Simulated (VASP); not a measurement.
A run of VASP 6.6.1 is set up as follows.

POSCAR

```
SiC                                     
1.0
    0.0000000000      2.1892584782      2.1892584782
    2.1892584782      0.0000000000      2.1892584782
    2.1892584782      2.1892584782      0.0000000000
  Si              C             
     1     1
Direct
     0.7500000000000000    0.7500000000000000    0.7500000000000000
     0.0000000000000000    0.0000000000000000    0.0000000000000000
```

INCAR.step1

```
PREC = Accurate
ENCUT = 450
EDIFF = 1E-6
ISMEAR = 0
SIGMA = 0.02
LREAL = F
LASPH = T
NELM = 120
ALGO = Normal
ISIF = 2
LWAVE = F
LCHARG = T
GGA = PE
NBANDS = 11
KPAR = 2
```

The input KPOINTS.step1:

```
Automatic mesh
0
Gamma
  14 14 14
```

INCAR.step2

```
PREC = Accurate
ENCUT = 450
EDIFF = 1E-6
ISMEAR = 0
SIGMA = 0.05
LREAL = F
LASPH = T
NELM = 120
ALGO = Normal
ISIF = 2
LWAVE = F
LCHARG = F
GGA = PE
NBANDS = 11
KPAR = 2
ICHARG = 11
```

Contents of KPOINTS.step2:

```
path GXWKGLUWLK,UX
10
line-mode
reciprocal
 0.0000000000  0.0000000000  0.0000000000  G
 0.5000000000  0.0000000000  0.5000000000  X

 0.5000000000  0.0000000000  0.5000000000  X
 0.5000000000  0.2500000000  0.7500000000  W

 0.5000000000  0.2500000000  0.7500000000  W
 0.3750000000  0.3750000000  0.7500000000  K

 0.3750000000  0.3750000000  0.7500000000  K
 0.0000000000  0.0000000000  0.0000000000  G

 0.0000000000  0.0000000000  0.0000000000  G
 0.5000000000  0.5000000000  0.5000000000  L

 0.5000000000  0.5000000000  0.5000000000  L
 0.6250000000  0.2500000000  0.6250000000  U

 0.6250000000  0.2500000000  0.6250000000  U
 0.5000000000  0.2500000000  0.7500000000  W

 0.5000000000  0.2500000000  0.7500000000  W
 0.5000000000  0.5000000000  0.5000000000  L

 0.5000000000  0.5000000000  0.5000000000  L
 0.3750000000  0.3750000000  0.7500000000  K

 0.6250000000  0.2500000000  0.6250000000  U
 0.5000000000  0.0000000000  0.5000000000  X
```

Potentials or basis: VASP PAW PBE potentials, release 64 (Si, C).

Launch:

```console
$ cat potpaw_PBE.64/Si/POTCAR potpaw_PBE.64/C/POTCAR > POTCAR
$ cp INCAR.step1 INCAR
$ cp KPOINTS.step1 KPOINTS
$ mpirun -np 2 vasp_std > vasp.out
$ cp INCAR.step2 INCAR
$ cp KPOINTS.step2 KPOINTS
$ mpirun -np 2 vasp_std > vasp.out
```

Task: Estimate the band gap along the path.

Result: 1.37 eV, indirect (least direct gap 4.53 eV).

Task: Estimate the band gap on the k mesh.

Result: 1.37 eV, indirect (least direct gap 4.53 eV).

Levels at the corners of the path, in eV from the valence-band top:
```csv
point,band 1,band 2,band 3,band 4,band 5,band 6,band 7,band 8,band 9
Γ,-15.29,0.00,0.00,0.00,6.07,7.21,7.21,7.21,14.43
X,-10.34,-7.75,-3.16,-3.16,1.37,4.27,13.87,13.87,14.61
X,-10.34,-7.75,-3.16,-3.16,1.37,4.27,13.87,13.87,14.61
W,-10.12,-7.00,-4.92,-4.63,5.19,9.31,9.33,9.71,14.07
W,-10.12,-7.00,-4.92,-4.63,5.19,9.31,9.33,9.71,14.07
K,-10.35,-7.24,-5.47,-2.57,3.10,7.69,11.73,12.31,12.88
K,-10.35,-7.24,-5.47,-2.57,3.10,7.69,11.73,12.31,12.88
Γ,-15.29,0.00,0.00,0.00,6.07,7.21,7.21,7.21,14.43
Γ,-15.29,0.00,0.00,0.00,6.07,7.21,7.21,7.21,14.43
L,-11.78,-8.46,-1.05,-1.05,5.31,7.17,7.17,9.98,16.04
L,-11.78,-8.46,-1.05,-1.05,5.31,7.17,7.17,9.98,16.04
U,-10.35,-7.24,-5.47,-2.57,3.10,7.69,11.73,12.31,12.88
U,-10.35,-7.24,-5.47,-2.57,3.10,7.69,11.73,12.31,12.88
W,-10.12,-7.00,-4.92,-4.63,5.19,9.31,9.33,9.71,14.07
W,-10.12,-7.00,-4.92,-4.63,5.19,9.31,9.33,9.71,14.07
L,-11.78,-8.46,-1.05,-1.05,5.31,7.17,7.17,9.98,16.04
L,-11.78,-8.46,-1.05,-1.05,5.31,7.17,7.17,9.98,16.04
K,-10.35,-7.24,-5.47,-2.57,3.10,7.69,11.73,12.31,12.88
U,-10.35,-7.24,-5.47,-2.57,3.10,7.69,11.73,12.31,12.88
X,-10.34,-7.75,-3.16,-3.16,1.37,4.27,13.87,13.87,14.61
```

Caveat: the log is that of the step along the path at fixed density, whose energy, stress, charges and moments have no meaning.

**Experimental background.**

“Insight into the structural, elastic and electronic properties of a new orthorhombic 6O-SiC polytype”, 2020, pmc:7200658 quotes, for a bulk crystal of SiC: band gap 2.4 eV (indirect).

A measured gap of SiC is 2.4 eV (indirect; quoted in “Insight into the structural, elastic and electronic properties of a new orthorhombic 6O-SiC polytype”, 2020, pmc:7200658); the calculated 1.37 eV misses it by -1.03 eV. The value is that of PBE, without temperature or zero-point motion. Semilocal functionals fall short of measured gaps as a rule. The cell is a database's relaxed one, not the measured one, which moves gaps too.
